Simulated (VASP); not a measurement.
```yaml
crystal:
  lattice:
    - [0.00000, 1.98967, 1.98967]
    - [2.00957, 0.00000, 1.98967]
    - [2.00957, 1.98967, 0.00000]
  atoms:
    - { symbol: Li, position: [0.00000, 0.00000, 0.00000] }
    - { symbol: F, position: [0.50000, 0.50000, 0.50000] }
```

Level of theory: r2SCAN meta-GGA, VASP's PBE PAW potentials (set 64) (plane waves; VASP 6.6.1). Settings: 600 eV cut-off, 10×10×10 Γ-centred mesh, Gaussian smearing of 0.050 eV, potentials Li_sv F.

Problem. What does the run give for the energy per atom (σ→0), pressure, band gap (on the k-mesh) with the smallest direct gap where there is one?

Solution. 
The band gap (on the k-mesh) is 10.52 eV and the smallest direct gap (on the k-mesh) is 10.52 eV. The energy per atom (σ→0) comes out as -5.954 eV/atom and the pressure comes out as -1.21 GPa.

The compound is LiF in the rock salt structure. This cell was strained or had an atom moved on purpose.
